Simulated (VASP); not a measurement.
An input for Ansatz (written as the equivalent of a VASP run, and not itself run):

Ansatz 0.2 input:
```yaml
crystal:
  lattice:
    - [0.0000000, 1.9802917, 1.9802917]
    - [1.9802917, 0.0000000, 1.9802917]
    - [1.9802917, 1.9802917, 0.0000000]
  atoms:
    - { symbol: Al, position: [0.0000000, 0.0000000, 0.0000000] }
kpoints:
  mp_grid: { grid: [14, 14, 14] }
hamiltonian:
  xc: pbe
  pseudopotentials: { kind: paw }
scf:
  occupations: { method: methfessel_paxton, width: 0.1 }
  max_iter: 100
relax:
  max_steps: 40
  f_tol: 0.01
  cell: { p_target: 5 }
output: { forces: true, stress: true, eigenvalues: true }
```

Problem. Write the VASP files for the same calculation (PBE).

Solution. One answer among several that fit: 
**INCAR**
```
SYSTEM = Al
PREC = Accurate
ENCUT = 480
EDIFF = 1E-7
NELM = 100
ALGO = Normal
LREAL = .FALSE.
LASPH = .TRUE.
ISMEAR = 1
SIGMA = 0.1
GGA = PE
LWAVE = .FALSE.
LCHARG = .FALSE.
ISIF = 3
IBRION = 2
NSW = 40
EDIFFG = -0.01
PSTRESS = 50
```

File POSCAR:
```
Al
1
   -0.0000000000     1.9802916760     1.9802916760
    1.9802916760     0.0000000000     1.9802916760
    1.9802916760     1.9802916760    -0.0000000000
Al
1
Direct
  0.0000000000   0.0000000000   0.0000000000
```

File KPOINTS:
```
kpoints
0
G
  14 14 14
0 0 0
```

POTCAR, in this order: Al (PBE.64 set). Program: vasp_std.

Limits of the translation: each code has its own PAW files, so the cut-off isn't converted (ENCUT is set for VASP's; basis.ecutwfc is left out, and Ansatz then takes the one that its files recommend); Ansatz stops its SCF on the density residual and VASP on the energy change (EDIFF).

The compound is Al in the fcc structure. It was relaxed first under an external pressure of 5 GPa.
